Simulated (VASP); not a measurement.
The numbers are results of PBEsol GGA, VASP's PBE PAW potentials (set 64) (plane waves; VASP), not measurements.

Gaps are without spin-orbit coupling.

Question: Order these relaxed crystals by band gap, smallest first: GeS2, P4_2/nmc (137); LiCl, Fm-3m (225); GeSe2, I-42d (122); MnF2, P4_2/mnm (136).

Answer: GeS2, P4_2/nmc (137) (1.07 eV), GeSe2, I-42d (122) (1.28 eV), MnF2, P4_2/mnm (136) (2.05 eV), LiCl, Fm-3m (225) (6.37 eV)
